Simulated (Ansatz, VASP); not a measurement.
# Cross-check of Mg10Si13O36 between VASP and Ansatz, part 3 of 3

Aim: how closely do two programs agree when they are given the same cell, functional and k mesh? Of the first pair: The structure shown is frame 67 of Ansatz's trajectory.

VASP 6.6.1 and Ansatz 0.2.0.

So far. Step 6 (VASP: single point, PBE, pair 2): The run ends at a pressure of 0.86 GPa, with forces up to 4.5 eV/Å.

### Step 9. VASP: single point, PBE, pair 3

Level of this step: PBE; plane waves and PAW (Si, Mg, O) (VASP).

The same cell, functional and mesh now go to VASP, with its own data sets.

INCAR

```
SYSTEM = Mg10Si13O36
PREC = Accurate
ENCUT = 520
EDIFF = 1E-06
NELM = 120
ISMEAR = 0
SIGMA = 0.01
LREAL = Auto
ALGO = Normal
GGA = PE
NBANDS = 192
LORBIT = 11
LWAVE = .FALSE.
LCHARG = .FALSE.
ISIF = 2
LASPH = .TRUE.
GGA_COMPAT = .FALSE.
EFERMI = MIDGAP
NCORE = 2
```

POSCAR

```
Mg10Si13O36
1.0
    9.0876100000      0.0000000000      0.0000000000
    0.0000000000      9.0876100000      0.0000000000
    0.0000000000      0.0000000000      9.0876100000
Si Mg O
13 10 36
Direct
    0.0062282602      0.0502552376      0.2527837352
    0.9599443638      0.1542649828      0.5756629081
    0.1260287358      0.9013150872      0.7471161284
    0.0918173205      0.5602133014      0.2430562051
    0.6334008612      0.7462358090      0.5770163993
    0.6199429773      0.5386344704      0.8342017318
    0.4663602421      0.1580613605      0.3410247579
    0.5304585034      0.6711445584      0.1294289698
    0.8527324566      0.3390660471      0.9867831036
    0.3863171945      0.2780268960      0.8239350060
    0.0769619295      0.3972221519      0.7537515364
    0.6893671713      0.0709427451      0.0799330077
    0.2253397758      0.2689045855      0.1297810976
    0.4008644737      0.4728636022      0.3958906687
    0.7432647308      0.4982168029      0.2644589722
    0.0311302972      0.6608998406      0.5431901237
    0.8548782353      0.7807883481      0.2845192520
    0.9394329202      0.6604156648      0.9022064107
    0.7820207953      0.9642799372      0.7917373215
    0.3400013865      0.8159681148      0.4384981310
    0.2039480127      0.8345538596      0.0923014962
    0.4560935163      0.9247645971      0.8353571511
    0.5815060285      0.1002683874      0.5945567646
    0.1299461575      0.1096878057      0.1348099225
    0.5270802774      0.6477830805      0.9355595145
    0.8349610073      0.0109258650      0.1788368999
    0.9399060919      0.5779847507      0.3410907818
    0.7636441265      0.1871669229      0.9477629432
    0.6978182382      0.6189416139      0.6981043421
    0.5037077956      0.5110364551      0.2054115438
    0.3329588308      0.2852455156      0.9931764237
    0.0589043764      0.6587430579      0.0924225401
    0.2466435069      0.8883303751      0.8784818010
    0.0768188776      0.0630088659      0.6851526419
    0.4995923020      0.6765915351      0.4874108814
    0.3156935652      0.2592100673      0.2904724124
    0.0726593681      0.8900139861      0.2840240723
    0.9901723335      0.3289313692      0.6097862914
    0.7010534123      0.7022088316      0.1704298490
    0.0423103544      0.5694566558      0.7350557517
    0.5504747673      0.2704451445      0.4526052504
    0.8472304599      0.3466477985      0.1628701056
    0.5264970658      0.3970680960      0.7987468652
    0.1794311156      0.8107742300      0.6100944033
    0.4426576405      0.0094854423      0.4243800075
    0.9575675012      0.8499704543      0.8083533514
    0.5804936611      0.8829714303      0.6732903371
    0.9857047122      0.1371647771      0.4044627795
    0.8028073388      0.0972863052      0.6335879291
    0.1355912060      0.4032743483      0.1715742643
    0.2109465525      0.6071453330      0.3675994018
    0.4083031732      0.7992090330      0.1651589362
    0.0163079181      0.3230772447      0.9142777914
    0.7911761178      0.7797979887      0.4880931290
    0.2539171465      0.3608429499      0.7333391288
    0.4454966707      0.1231787016      0.7568766705
    0.6447019623      0.9400601478      0.9672950314
    0.5699408315      0.1258966879      0.1943305225
    0.7815146117      0.4905030035      0.9219145628
```

KPOINTS

```
Automatic mesh
0
Gamma
1 1 1
0 0 0
```

Potentials, in the order of the species: Si, Mg and O (PBE family, release 64).

Run with:

```sh
> mpirun -np 8 vasp_gam
```

Numbers of over 12 decimals in the logs are rounded to 6 here.

The log of the run:

```text
[... set-up lines as in an earlier step ...]
 entering main loop
       N       E                     dE             d eps       ncg     rms          rms(c)
DAV:   1     0.251946428520E+04    0.25195E+04   -0.16642E+05   392   0.145E+03
DAV:   2    -0.257308151696E+03   -0.27768E+04   -0.26687E+04   472   0.352E+02
DAV:   3    -0.480352063285E+03   -0.22304E+03   -0.22142E+03   456   0.106E+02
DAV:   4    -0.484348004461E+03   -0.39959E+01   -0.39785E+01   464   0.154E+01
[...]
DAV:  15    -0.420769707258E+03    0.71826E-05   -0.88890E-05   456   0.314E-02    0.184E-02
DAV:  16    -0.420769709891E+03   -0.26330E-05   -0.41536E-05   432   0.206E-02    0.870E-03
DAV:  17    -0.420769709155E+03    0.73539E-06   -0.94577E-06   472   0.995E-03
   1 F= -.42076971E+03 E0= -.42076971E+03  d E =0.000000E+00
```

Parts of OUTCAR (step 9):

```text
  Total      -11.4489151     23.7883660      7.6142704     -1.3222207      5.2686718      1.5297887
  in kB      -24.4413886     50.7839119     16.2551072     -2.8227051     11.2476732      3.2658256
  external PRESSURE =      14.1992102 kB  Pullay stress =       0.0000000 kB

 POSITION                                       TOTAL-FORCE (eV/Angst)
 -----------------------------------------------------------------------------------
      0.05660      0.45670      2.29720        -1.183926     -0.553683     -0.556215
      8.72360      1.40190      5.23140         0.425402     -0.577315      2.408640
      1.14530      8.19080      6.78950        -1.949628      0.696249      0.742159
      0.83440      5.09100      2.20880        -1.111973      0.315841     -0.723469
      5.75610      6.78150      5.24370         3.186082     -1.402992     -1.131200
      5.63380      4.89490      7.58090         1.112182     -0.284571      0.872237
      4.23810      1.43640      3.09910         0.122678      1.923795     -1.582582
      4.82060      6.09910      1.17620        -0.878358      0.644937     -1.006787
      7.74930      3.08130      8.96750        -0.186666     -1.193151      2.205599
      3.51070      2.52660      7.48760         1.113905      1.178528     -1.325675
      0.69940      3.60980      6.84980         0.117025     -0.912878     -0.323664
      6.26470      0.64470      0.72640         1.877764     -0.317232     -0.869735
      2.04780      2.44370      1.17940         0.945807     -3.007719      1.398343
      3.64290      4.29720      3.59770         0.446296      0.289414     -0.481957
[...]
-----------------------------------------------------------------------------------
    total drift:                               -0.001927      0.005072     -0.007817

  FREE ENERGIE OF THE ION-ELECTRON SYSTEM (eV)
  ---------------------------------------------------
  free  energy   TOTEN  =      -420.7697091553 eV

  energy  without entropy=     -420.7697091553  energy(sigma->0) =     -420.76970916

[... 2 parts as in an earlier step ...]

[... 1 further part left out ...]
[key lines of the parts left out:]
E-fermi :   3.6329
```

The run ends at a pressure of 1.42 GPa, with forces up to 3.7 eV/Å.

### Step 10. Comparison

What differs besides the data sets and the points named for the pairs above, as far as they apply: the data sets hold 368 valence electrons in Ansatz (on its default PAW (the set named soft_2) files) and 288 in VASP. Total energies have different zeros and are not compared.

Forces on 9 of the 59 atoms, those with the largest forces and the largest differences (eV/Å; atoms numbered as in POSCAR):

```
atom          Ansatz x, y, z            VASP x, y, z
 Si2    0.397, -0.599, 2.431    0.425, -0.577, 2.409
 Si5   3.141, -1.388, -1.139   3.186, -1.403, -1.131
 Si7    0.137, 1.902, -1.498    0.123, 1.924, -1.583
 Si9   -0.206, -1.200, 2.246   -0.187, -1.193, 2.206
Si13    0.952, -3.006, 1.425    0.946, -3.008, 1.398
 O37  -0.160, -1.039, -0.119  -0.130, -1.149, -0.118
 O44   0.989, -1.156, -2.286   1.022, -1.198, -2.375
 O45   -0.649, -1.325, 1.041   -0.672, -1.421, 1.094
 O50    -1.884, 2.677, 0.492    -1.891, 2.706, 0.506
```

The forces differ by 35 meV/Å r.m.s., which is 3.7 % of the r.m.s. force of 0.932 eV/Å (both taken over all components).

### Step 11. Summary of results

| Item | Value |
| --- | --- |
| r.m.s. force difference (single point, PBE, pair 1) | 3.3 % of the r.m.s. force |
| r.m.s. force difference (single point, PBE, pair 2) | 3.1 % of the r.m.s. force |
| r.m.s. force difference (single point, PBE, pair 3) | 3.7 % of the r.m.s. force |

In words: The r.m.s. force difference is 3.7 % of the r.m.s. force (single point, PBE, pair 3), beyond the 3 % picked in this series as the mark of a large difference. The data sets hold unlike numbers of valence electrons (368 in Ansatz and 288 in VASP), so part of the differences comes from the potentials. What causes the difference of the single point, PBE, pair 1 pair stays open here. What causes the difference of the single point, PBE, pair 2 pair stays open here. What causes the difference of the single point, PBE, pair 3 pair stays open here. How closely two codes agree says nothing of how well the functional describes the real material.

[Lines on the potential files, build, host, timing and source positions are cut from VASP's logs without a mark.]

[Logs are printed without paths, hosts, clocks, repeated set-up lines and the standing remarks that a program may print on its own settings, such as how far it seeks lower states.]

[Hosts, paths, dates, database ids (printed as entryN), source tags and the programs' standing remarks are cut or masked in the printed files.]
